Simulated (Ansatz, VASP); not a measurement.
# KTaTe3: VASP beside Ansatz

One calculation is typed for both programs; each brings its own data sets. How far apart do they land? The cell is generated by rule, not measured, and may not be a known phase. Of the first pair: The two relaxations start from unlike cells of this crystal (the structure described is Ansatz's start), so only their ends are compared.

Method: plane waves, with VASP 6.6.1 beside it; relaxation of cell and atoms at PBEsol, in Ansatz 0.2.0.

**1. The starting structure**

Symmetry: Pm-3m, No. 221, cubic system. Conventional cell: a = 4.441 Å, b = 4.441 Å, c = 4.441 Å, α = 90.00°, β = 90.00°, γ = 90.00°. Nearest to K lie 12 Te at 3.14 Å. Nearest to Ta lie 6 Te at 2.22 Å. Nearest to Te lie 2 Ta at 2.22 Å and 4 K at 3.14 Å and 8 Te at 3.14 Å. Farther neighbours and most contacts between anions are not listed.

Coordinates:

```cif
data_structure
_symmetry_space_group_name_H-M 'Pm-3m'
_symmetry_Int_Tables_number 221
_cell_length_a 4.4410
_cell_length_b 4.4410
_cell_length_c 4.4410
_cell_angle_alpha 90.000
_cell_angle_beta 90.000
_cell_angle_gamma 90.000
_cell_volume 87.59
loop_
_atom_site_label
_atom_site_type_symbol
_atom_site_symmetry_multiplicity
_atom_site_Wyckoff_symbol
_atom_site_fract_x
_atom_site_fract_y
_atom_site_fract_z
_atom_site_occupancy
K1 K 1 b 0.50000 0.50000 0.50000 1
Ta1 Ta 1 a 0.00000 0.00000 0.00000 1
Te1 Te 3 d 0.50000 0.00000 0.00000 1
```

**2. VASP: relaxation of cell and atoms, PBEsol, pair 1**

The relaxed volume is the usual yardstick between codes: in a stiff, nearly cubic crystal its relative difference is about their pressure difference at one cell divided by the bulk modulus.

Lines of VASP's logs that name or quote its potential files are left out, and so is its time.

INCAR reads:

```
SYSTEM = KTaTe3
PREC = Accurate
ENCUT = 500
EDIFF = 1E-07
NELM = 120
ISMEAR = 0
SIGMA = 0.1
LREAL = .FALSE.
ALGO = Normal
GGA = PS
NBANDS = 25
LASPH = .TRUE.
LORBIT = 11
LWAVE = .FALSE.
LCHARG = .FALSE.
ISIF = 3
IBRION = 2
NSW = 80
EDIFFG = -0.005
GGA_COMPAT = .FALSE.
NELMIN = 4
KPAR = 2
```

POSCAR reads:

```
KTaTe3
1.0
    5.4436517753      0.0000000000      0.0000000000
    0.0000000000      5.4436517753      0.0000000000
    0.0000000000      0.0000000000      5.4436517753
K Ta Te
1 1 3
Direct
    0.5000000000      0.5000000000      0.5000000000
    0.0000000000      0.0000000000      0.0000000000
    0.5000000000      0.0000000000      0.0000000000
    0.0000000000      0.5000000000      0.0000000000
    0.0000000000      0.0000000000      0.5000000000
```

KPOINTS reads:

```
Automatic mesh
0
Gamma
4 4 4
0 0 0
```

PAW data sets: K_sv, Ta_pv and Te (PBE family, release 64).

Started as:

```
mpirun -np 2 vasp_std
```

Numbers of over 12 decimals in the logs are rounded to 6 here.

The log of the run:

```text
[banner, memory and clock lines left out]
running    2 mpi-ranks, on    1 nodes
 distrk:  each k-point on    1 cores,    2 groups
 distr:  one band on    1 cores,    1 groups

 POSCAR found type information on POSCAR K TaTe
 POSCAR found :  3 types and       5 ions
|                                                                             |
|               ----> ADVICE to this user running VASP <----                  |
|                                                                             |
|     You enforced a specific xc type in the INCAR file but a different       |
|     [... a line on the potential file left out ...]
|     I HOPE YOU KNOW WHAT YOU ARE DOING!                                     |
|                                                                             |

 LDA part: xc-table for (Slater+PW92), standard interpolation
 POSCAR, INCAR and KPOINTS ok, starting setup
 FFT: planning ... GRIDC
 FFT: planning ... GRID_SOFT
 FFT: planning ... GRID
 WAVECAR not read
 entering main loop
       N       E                     dE             d eps       ncg     rms          rms(c)
DAV:   1     0.238043294902E+03    0.23804E+03   -0.16703E+04   540   0.126E+03
DAV:   2    -0.105453629020E+02   -0.24859E+03   -0.24365E+03   607   0.297E+02
DAV:   3    -0.269183067015E+02   -0.16373E+02   -0.16275E+02   824   0.662E+01
DAV:   4    -0.273303630711E+02   -0.41206E+00   -0.41129E+00   671   0.972E+00
DAV:   5    -0.273466217488E+02   -0.16259E-01   -0.16256E-01   725   0.136E+00    0.140E+01
DAV:   6    -0.260515039911E+02    0.12951E+01   -0.66528E+00   547   0.116E+01    0.679E+00
DAV:   7    -0.258974918905E+02    0.15401E+00   -0.93279E-01   574   0.437E+00    0.422E+00
DAV:   8    -0.258418111338E+02    0.55681E-01   -0.17952E-01   571   0.231E+00    0.512E-01
DAV:   9    -0.258410847763E+02    0.72636E-03   -0.10496E-02   798   0.563E-01    0.245E-01
DAV:  10    -0.258410815659E+02    0.32104E-05   -0.16283E-03   606   0.244E-01    0.614E-02
DAV:  11    -0.258410513240E+02    0.30242E-04   -0.53233E-04   578   0.114E-01    0.367E-02
DAV:  12    -0.258410407478E+02    0.10576E-04   -0.10499E-04   620   0.483E-02    0.734E-03
DAV:  13    -0.258410407630E+02   -0.15255E-07   -0.99118E-06   668   0.165E-02    0.406E-03
DAV:  14    -0.258410407085E+02    0.54471E-07   -0.10480E-06   570   0.494E-03    0.192E-03
DAV:  15    -0.258410406998E+02    0.87089E-08   -0.45397E-08   319   0.137E-03
   1 F= -.25841041E+02 E0= -.25841041E+02  d E =-.258410E+02
 curvature:   0.00 expect dE= 0.000E+00 dE for cont linesearch  0.000E+00
 trial: gam= 0.00000 g(F)=  0.000E+00 g(S)=  0.141E-03 ort = 0.000E+00 (trialstep = 0.100E+01)
 search vector abs. value=  0.141E-03
 bond charge predicted
       N       E                     dE             d eps       ncg     rms          rms(c)
DAV:   1    -0.258418192239E+02   -0.77852E-03   -0.19558E-02   542   0.104E+00    0.194E-01
DAV:   2    -0.258412502471E+02    0.56898E-03   -0.17358E-03   593   0.287E-01    0.702E-02
DAV:   3    -0.258411063682E+02    0.14388E-03   -0.32927E-04   633   0.898E-02    0.424E-02
DAV:   4    -0.258410693567E+02    0.37012E-04   -0.12419E-04   713   0.632E-02    0.312E-02
DAV:   5    -0.258410679701E+02    0.13866E-05   -0.63983E-06   841   0.135E-02    0.153E-02
DAV:   6    -0.258410664505E+02    0.15195E-05   -0.35195E-06   706   0.736E-03    0.279E-03
DAV:   7    -0.258410662748E+02    0.17574E-06   -0.29108E-07   599   0.258E-03    0.176E-03
DAV:   8    -0.258410662005E+02    0.74259E-07   -0.23631E-08   259   0.873E-04
   2 F= -.25841066E+02 E0= -.25841066E+02  d E =-.255007E-04
 trial-energy change:   -0.000026  1 .order   -0.000027   -0.000141    0.000087
 step:   0.6090(harm=  0.6174)  dis= 0.00000  next Energy=   -25.841083 (dE=-0.427E-04)
 bond charge predicted
       N       E                     dE             d eps       ncg     rms          rms(c)
DAV:   1    -0.258411966491E+02   -0.13037E-03   -0.29839E-03   546   0.406E-01    0.757E-02
DAV:   2    -0.258411088596E+02    0.87790E-04   -0.26122E-04   577   0.112E-01    0.274E-02
DAV:   3    -0.258410869435E+02    0.21916E-04   -0.49585E-05   626   0.351E-02    0.164E-02
DAV:   4    -0.258410821219E+02    0.48215E-05   -0.19334E-05   696   0.247E-02    0.122E-02
DAV:   5    -0.258410828659E+02   -0.74398E-06   -0.94464E-07   818   0.527E-03    0.596E-03
DAV:   6    -0.258410834813E+02   -0.61544E-06   -0.54321E-07   647   0.292E-03    0.111E-03
DAV:   7    -0.258410835729E+02   -0.91587E-07   -0.36506E-08   276   0.101E-03
   3 F= -.25841084E+02 E0= -.25841083E+02  d E =-.428731E-04
 curvature:  -0.31 expect dE=-0.766E-08 dE for cont linesearch -0.766E-08
 trial: gam=-0.01309 g(F)=  0.878E-67 g(S)=  0.248E-07 ort = 0.187E-05 (trialstep = 0.922E+00)
 search vector abs. value=  0.104E-09
 reached required accuracy - stopping structural energy minimisation
```

From OUTCAR (step 2):

```text
ion  position               nearest neighbor table
   1  0.500  0.500  0.500-
   2  0.000  0.000  0.000-   3 2.72   4 2.72   5 2.72   5 2.72   4 2.72   3 2.72
   3  0.500  0.000  0.000-   2 2.72   2 2.72
   4  0.000  0.500  0.000-   2 2.72   2 2.72
   5  0.000  0.000  0.500-   2 2.72   2 2.72

  LATTYP: Found a simple cubic cell.
 ALAT       =     5.4436517753

 Subroutine GETGRP returns: Found 48 space group operations
 (whereof 48 operations were pure point group operations)

The static configuration has the point symmetry O_h .

 Found     10 irreducible k-points:

   k-points           NKPTS =     10   k-points in BZ     NKDIM =     10   number of bands    NBANDS=     25

   dimension x,y,z NGX =    40 NGY =   40 NGZ =   40
   dimension x,y,z NGXF=    80 NGYF=   80 NGZF=   80

   ENCUT  =  500.0 eV  36.75 Ry    6.06 a.u.   9.93  9.93  9.93*2*pi/ulx,y,z

   NELECT =      38.0000    total number of electrons

 k-points in reciprocal lattice and weights: Automatic mesh
   0.00000000  0.00000000  0.00000000       0.016
   0.25000000  0.00000000  0.00000000       0.094
   0.50000000  0.00000000  0.00000000       0.047
   0.25000000  0.25000000  0.00000000       0.188
   0.50000000  0.25000000  0.00000000       0.188
   0.50000000  0.50000000  0.00000000       0.047
   0.25000000  0.25000000  0.25000000       0.125
   0.50000000  0.25000000  0.25000000       0.188
   0.50000000  0.50000000  0.25000000       0.094
   0.50000000  0.50000000  0.50000000       0.016

 average (electrostatic) potential at core
       1 -33.4361       2 -39.5768       3 -89.7057       4 -89.7057       5 -89.7057

 E-fermi :   4.3585

 k-point     1 :       0.0000    0.0000    0.0000
  band No.  band energies     occupation
    ...
     18       3.3021      2.00000
     19       3.3021      2.00000
     20       4.0450      1.99999
     21       4.0450      1.99999
     22       4.0450      1.99999
     23       5.2427      0.00000
     24       5.2427      0.00000
     25       5.3621      0.00000

 k-point     2 :       0.2500    0.0000    0.0000
  band No.  band energies     occupation
    ...
     16       2.5351      2.00000
     17       2.8223      2.00000
     18       3.3235      2.00000
     19       3.6892      2.00000
     20       3.6892      2.00000
     21       4.9686      0.00000
     22       4.9686      0.00000
     23       5.2896      0.00000
     24       5.5058      0.00000
     25       6.9526      0.00000

 k-point     3 :       0.5000    0.0000    0.0000
  band No.  band energies     occupation
    ...
     16       1.7974      2.00000
     17       2.5437      2.00000
     18       3.3454      2.00000
     19       3.6896      2.00000
     20       3.6896      2.00000
     21       5.3151      0.00000
     22       5.5932      0.00000
     23       5.7159      0.00000
     24       5.7159      0.00000
     25       8.5841      0.00000

  Total        0.0009263      0.0009263      0.0009263     -0.0000000      0.0000000     -0.0000000
  in kB        0.0091888      0.0091888      0.0091888     -0.0000000      0.0000000     -0.0000000
  external PRESSURE =       0.0091888 kB  Pullay stress =       0.0000000 kB

  energy-cutoff  :      500.00
  volume of cell :      161.51
      direct lattice vectors                 reciprocal lattice vectors
     5.445885569 -0.000000000  0.000000000     0.183624865  0.000000000  0.000000000
     0.000000000  5.445885569 -0.000000000     0.000000000  0.183624865  0.000000000
    -0.000000000 -0.000000000  5.445885569    -0.000000000  0.000000000  0.183624865

 POSITION                                       TOTAL-FORCE (eV/Angst)
 -----------------------------------------------------------------------------------
      2.72294      2.72294      2.72294         0.000000      0.000000      0.000000
      0.00000      0.00000      0.00000         0.000000      0.000000      0.000000
      2.72294     -0.00000      0.00000        -0.000000     -0.000000      0.000000
      0.00000      2.72294     -0.00000        -0.000000     -0.000000      0.000000
     -0.00000     -0.00000      2.72294        -0.000000     -0.000000      0.000000
 -----------------------------------------------------------------------------------
    total drift:                               -0.000000      0.000000     -0.000000

  FREE ENERGIE OF THE ION-ELECTRON SYSTEM (eV)
  ---------------------------------------------------
  free  energy   TOTEN  =       -25.8410835729 eV

  energy  without entropy=      -25.8410832809  energy(sigma->0) =      -25.84108343

 reached required accuracy - stopping structural energy minimisation

 total charge
# of ion       s       p       d       tot
------------------------------------------
    1        1.952   5.557   0.023   7.533
    2        0.285   6.149   2.289   8.723
    3        1.364   2.055   0.031   3.450
    4        1.364   2.055   0.031   3.450
    5        1.364   2.055   0.031   3.450
--------------------------------------------------
tot          6.329  17.871   2.407  26.606

[... 3 further parts left out ...]
```

**3. Ansatz: relaxation of cell and atoms, PBEsol, pair 1**

Ansatz runs on its default PAW (the set named soft_2) files.

Its own start cell and the same functional, mesh and smearing now go to Ansatz, which takes its cutoff from its data sets.

input.yaml reads:

```yaml
crystal:
  lattice:
    - [4.44098, 0.0, 0.0]
    - [0.0, 4.44098, 0.0]
    - [0.0, 0.0, 4.44098]
  atoms:
    - { symbol: K, position: [0.5, 0.5, 0.5] }
    - { symbol: Ta, position: [0.0, 0.0, 0.0] }
    - { symbol: Te, position: [0.5, 0.0, 0.0] }
    - { symbol: Te, position: [0.0, 0.5, 0.0] }
    - { symbol: Te, position: [0.0, 0.0, 0.5] }
kpoints:
  mp_grid: { grid: [4, 4, 4] }
hamiltonian:
  xc: pbesol
scf:
  occupations: { method: gaussian, width: 0.1 }
output:
  forces: true
  stress: true
  eigenvalues: true
relax:
  adjacent_minimum: "off"
  f_tol: 0.05
  max_steps: 80
  cell: { stress_tol: 0.5 }
```

Started as:

```
ansatz run input.yaml --threads 8 --pin off --max-ram 14336MiB --backend cpu --events-out ev --progress --plain --runs-dir out
```

The log of the run:

```text
The last accepted step is kept in <dir> (removed where the run ends without a failure and the disk answers)
Engine: ansatz 0.2.0, aarch64-unknown-linux-gnu
Pseudopotentials: kind: paw
Pseudopotential: K, paw, valence charge 9, recommended cutoff 420 eV (normal), K.paw.azcp
Pseudopotential: Ta, paw, valence charge 13, recommended cutoff 420 eV (normal), Ta.paw.azcp
Pseudopotential: Te, paw, valence charge 16, recommended cutoff 420 eV (normal), Te.paw.azcp
Functional definition: PBEsol
  exchange = pbesol_x
  correlation = pbesol_c
Crystal: 5 atoms, lattice volume = 87.586 Å³
Basis set: ecut = 420 eV, 1743 PW (Γ), exchange–correlation on 60×60×60 points (8 copies of the dense FFT grid, shifted against one another)
Bands: 42, of which v1, the nominal top of the filled ones, is band 35 counted from 1 (34 counted from 0)
Symmetry: 48 space group operations
Space group: Pm-3m (ITA 221), of the structure as read, at distance tolerance 4.4e-5 Å
k-points: 10 of 64
Non-local potential: K, projectors of the file, l = 0: 3, l = 1: 2, l = 2: 2
Non-local potential: Ta, projectors of the file, l = 0: 3, l = 1: 2, l = 2: 2, l = 3: 1
Non-local potential: Te, projectors of the file, l = 0: 2, l = 1: 2, l = 2: 2, l = 3: 2
PAW form: soft (Blöchl's): semilocal exchange-correlation on the pseudo side does not see the compensation charge
PAW frozen core: K, regenerated for the run's functional, and the local potential with it (the file was generated under x = pbe(κ = 0.804, μ = 0.219515), c = pbe(β = 0.066725))
PAW frozen core: Ta, regenerated for the run's functional, and the local potential with it (the file was generated under x = pbe(κ = 0.804, μ = 0.219515), c = pbe(β = 0.066725))
PAW frozen core: Te, regenerated for the run's functional, and the local potential with it (the file was generated under x = pbe(κ = 0.804, μ = 0.219515), c = pbe(β = 0.066725))
PAW one-centre angular grid: K, 110 points (default); XC on 64 Gauss nodes
PAW one-centre angular grid: Ta, 590 points (default); XC on 64 Gauss nodes
PAW one-centre angular grid: Te, 590 points (default); XC on 64 Gauss nodes
Initial density: superposition of atomic densities (neutral atoms: chi_scale 0, normalization atom), corrected by the library's trained network
Initial wavefunctions: pseudopotential atomic-orbital guess
Functional: x = pbesol(κ = 0.804, μ = 0.123457), c = pbesol(β = 0.046)
SCF iter   1: F=—  HF=-32012.047281 eV  |F-HF|=—  |Δ(HF+E_count)|=         —  Δρ=1.35e-2  dr2=3.16e-1  ethr=1.77e-3  ⟨swp⟩=8.1  Hψ=1741  notcnv=0
preconditioner: auto → Resta (q_TF=auto, 2.628 Å⁻¹)  ε∞=4.6  [insulator: Δε(μ)=0.137 eV  Ē_g=11.380 eV  σ=0.100 eV  W_gap=0.59  n_scr=26 (ndim 8)  ℏωp=21.7 eV  f_vac=0.000  D(μ)=2.98/eV (n_scr^D=26)  ε∞_Penn≈4.6]
SCF iter   2: F=—  HF=-32011.968066 eV  |F-HF|=—  |Δ(HF+E_count)|=   7.92e-2  Δρ=4.06e-3  dr2=2.34e-2  ethr=4.51e-4  ⟨swp⟩=2.3  Hψ=636  notcnv=0  defer=15
SCF iter   3: F=—  HF=-32011.960699 eV  |F-HF|=—  |Δ(HF+E_count)|=   7.37e-3  Δρ=1.55e-3  dr2=3.77e-3  ethr=3.34e-5  ⟨swp⟩=2.0  Hψ=557  notcnv=0  defer=15
SCF iter   4: F=—  HF=-32011.959263 eV  |F-HF|=—  |Δ(HF+E_count)|=   1.44e-3  Δρ=3.23e-4  dr2=1.07e-4  ethr=5.38e-6  ⟨swp⟩=2.0  Hψ=548  notcnv=0  defer=15
SCF iter   5: F=—  HF=-32011.959239 eV  |F-HF|=—  |Δ(HF+E_count)|=   2.43e-5  Δρ=6.85e-5  dr2=2.79e-6  ethr=1.52e-7  ⟨swp⟩=2.3  Hψ=640  notcnv=0  defer=15
SCF iter   6: F=—  HF=-32011.959136 eV  |F-HF|=—  |Δ(HF+E_count)|=   1.03e-4  Δρ=1.95e-5  dr2=2.28e-7  ethr=3.98e-9  ⟨swp⟩=2.0  Hψ=741  notcnv=0  defer=15
SCF iter   7: F=-32011.959136 eV  HF=-32011.959136 eV  |F-HF|=1.53e-10  |Δ(HF+E_count)|=   5.99e-8  Δρ=1.91e-6  dr2=3.18e-9  ethr=1.43e-10  ⟨swp⟩=9.3  Hψ=1746  notcnv=0
SCF 1 converged in 7 iterations: F = -32011.959136 eV  dr2 = 3.18e-9
  greatest PAW one-centre occupation: 1.000 electrons in one spin orbital (limit 2), on the Te atom at site 4 (counted from 0), in its partial waves of l = 2
relax step   1: F+E_penalty+E_count = -32011.95913621 eV  Δ(F+E_penalty+E_count) = +0.000e0 eV  max|allowed force component| = 5.617e-29 eV/Å  Δτ_max = 0.0000 Å  P = +121.068 GPa  Ω = 87.586 Å³  (7 SCF iters, dr2 threshold 1.00e-7 eV, accepted)
[...]
relax step   8: F+E_penalty+E_count = -32028.64902972 eV  Δ(F+E_penalty+E_count) = -9.095e-2 eV  max|allowed force component| = 1.252e-29 eV/Å  Δτ_max = 0.0000 Å  P = +1.382 GPa  Ω = 157.519 Å³  energy of the carried Pulay correction = -9.395e-4 eV  (6 SCF iters, dr2 threshold 5.00e-7 eV, accepted)
[...]
relax step   9: F+E_penalty+E_count = -32028.66427956 eV  Δ(F+E_penalty+E_count) = -1.525e-2 eV  max|allowed force component| = 7.310e-30 eV/Å  Δτ_max = 0.0000 Å  P = +0.051 GPa  Ω = 161.135 Å³  energy of the carried Pulay correction = -1.554e-3 eV  (5 SCF iters, dr2 threshold 5.00e-7 eV, accepted)
[...]
relax step  10: F+E_penalty+E_count = -32028.66574926 eV  Δ(F+E_penalty+E_count) = -1.470e-3 eV  max|allowed force component| = 5.128e-30 eV/Å  Δτ_max = 0.0000 Å  P = +0.048 GPa  Ω = 161.135 Å³  stress off target by 4.76e-2 GPa  SCF on the basis re-selected at this cell (its energy is not comparable with the rows above)  (5 SCF iters)
basis re-selected at this cell: Δ(F+E_penalty+E_count) = -1.470e-3 eV, ΔP = -0.003 GPa vs the last step (what re-selecting the basis moved, of the pressure what is left beyond the Pulay correction that the steps carried, after the strain that the cell walked since its last selection, with what the two solves' SCF thresholds leave and, on support functions, any second-order correction that the steps lacked; it is no measure of the basis error at this ecutwfc). The dense FFT grid was sized anew with the basis: this SCF ran on 40×40×40 points, the steps before it on 36×36×36, so part of this shift can come from that change (see relax.cell in the input reference). [rest of the remark cut]
SCF converged after 5 iterations
Free energy (F): -32028.665749 eV
Harris-Foulkes:  -32028.665749 eV  (|F-HF|=9.23e-9)
Internal energy: -32028.665749 eV  (E = F + TS)
E sigma→0 (E₀):  -32028.665749 eV
Entropy (-TS):   -0.000000 eV (-0.000 meV/atom)
Fermi energy:    8.468998 eV
--- Per-component energies (eV) ---
  E_band       = -1122.582377
  E_kinetic    = 1163.212550
  E_local      = -5999.802433  (includes V_loc(G=0)·N_el)
  E_nonlocal   = -892.237610
  E_hartree    = 3286.773493
  E_xc         = -720.356194
  E_vxc        = -679.795865  (∫ρ·V_xc dr)
  E_paw        = -22789.664737  (= ΣΔE_a)
  E_vpaw       = -1287.507683  (= ΣTr[D̂ρ^β])
  E_aug_tail   = -0.000463  (compensation charges beyond the density's cutoff)
  E_ewald      = -6078.036332
  E_core_change = 1.445977  (= ΣΔE_core)
  E_smearing   = -0.000000  (= −TS)
  E_closure    = 0.000000  (closes the sum)
  Σ components = -32028.665749   (vs F -32028.665749, Δ=0.00e0)
--- Forces (eV/Å), atoms counted from 1 ---
  atom   1  K     -0.00000000    -0.00000000    -0.00000000
  atom   2  Ta     0.00000000     0.00000000     0.00000000
  atom   3  Te    -0.00000000     0.00000000    -0.00000000
  atom   4  Te    -0.00000000    -0.00000000    -0.00000000
  atom   5  Te    -0.00000000    -0.00000000    -0.00000000
  max |Σ_I F_I| component: 1.12e-29 eV/Å
--- Stress (GPa, compression-positive) ---
        0.047650      -0.000000      -0.000000
       -0.000000       0.047650      -0.000000
       -0.000000      -0.000000       0.047650
  P = ⅓ Tr σ = 0.0476 GPa (0.476 kbar)
--- Band table (eV; the first three rows and the last of 10) ---
  k-point 0: bands = [... 31 lower, 7.2782, 7.4185, 7.4185, 7.4185, 8.1509, 8.1509, 8.1509, 9.3681, ... 3 higher]
  k-point 1: bands = [... 31 lower, 6.6454, 6.9332, 7.4400, 7.7977, 7.7977, 9.0856, 9.0856, 9.4154, ... 3 higher]
  k-point 2: bands = [... 31 lower, 5.9077, 6.6543, 7.4620, 7.7972, 7.7972, 9.4411, 9.7266, 9.8388, ... 3 higher]
  k-point 9: bands = [... 31 lower, 4.2723, 8.8640, 8.8640, 8.8640, 9.7072, 9.7072, 9.7072, 10.6124, ... 3 higher]
--- Relaxed structure (8 steps of the walk, 8 accepted, 2 SCFs on fresh bases) ---
  F+E_penalty+E_count = -32028.66574926 eV   max|allowed force component| = 5.128e-30 eV/Å   (the final SCF, on the basis selected at the relaxed cell)
  cell:  # Å, volume = 161.1354 Å³
    - [5.441646, 0, 0]
    - [0, 5.441646, 0]
    - [0, 0, 5.441646]
  atoms:
    - { symbol: K, position: [0.5, 0.5, 0.5] }
    - { symbol: Ta, position: [0, 0, 0] }
    - { symbol: Te, position: [0.5, 0, 0] }
    - { symbol: Te, position: [0, 0.5, 0] }
    - { symbol: Te, position: [0, 0, 0.5] }
```

(Part 1 of 2 ends here.)

[Lines on the potential files, build, host, timing and source positions are cut from VASP's logs without a mark.]

[Logs are printed without paths, hosts, clocks, repeated set-up lines and the standing remarks that a program may print on its own settings, such as how far it seeks lower states.]

[Hosts, paths, dates, database ids (printed as entryN), source tags and the programs' standing remarks are cut or masked in the printed files.]
